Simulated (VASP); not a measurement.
Write the native input for VASP 6.6.1 that does the following.

- Task: single point
- Functional: LDA
- Potentials or basis: VASP PAW LDA potentials, release 64 (Sc_sv, F)
- Cutoff: 520 eV
- k mesh: 6 × 6 × 6
- Occupations: gaussian, width 0.02 eV
- Spin: no spin polarisation
- Dipole correction: no
- Further INCAR settings: ALGO = Fast; EDIFF = 1e-07; NBANDS = 24

The structure of ScF3 (base) lies in POSCAR:

```
ScF3
1.0
    3.9728689487      0.0000000000      0.0000000000
    0.0000000000      3.9728689487      0.0000000000
    0.0000000000      0.0000000000      3.9728689487
Sc F
1 3
Direct
    0.0000000000      0.0000000000      0.0000000000
    0.5000000000      0.0000000000      0.0000000000
    0.0000000000      0.5000000000      0.0000000000
    0.0000000000      0.0000000000      0.5000000000
```

One way to write it, as run:

INCAR

```
PREC = Accurate
ENCUT = 520
EDIFF = 1E-7
ISMEAR = 0
SIGMA = 0.02
LREAL = F
LASPH = T
NELM = 100
ALGO = Fast
ISIF = 2
LWAVE = F
LCHARG = F
NBANDS = 24
```

KPOINTS

```
regular mesh
0
Gamma
  6 6 6
```

Potentials or basis: VASP PAW LDA potentials, release 64 (Sc_sv, F).

Run with:

```console
$ cat potpaw_LDA.64/Sc_sv/POTCAR potpaw_LDA.64/F/POTCAR > POTCAR
$ mpirun -np 1 vasp_std > vasp.out
```

Results of the run:

- Pressure: 0.8 GPa
- Band gap on the k mesh: 6.33 eV, indirect (least direct gap 6.87 eV)

Run time: 21 s on 1 thread of Intel(R) Xeon(R) 6975P-C (Granite Rapids), on a shared host, peak memory 0.15 GiB.
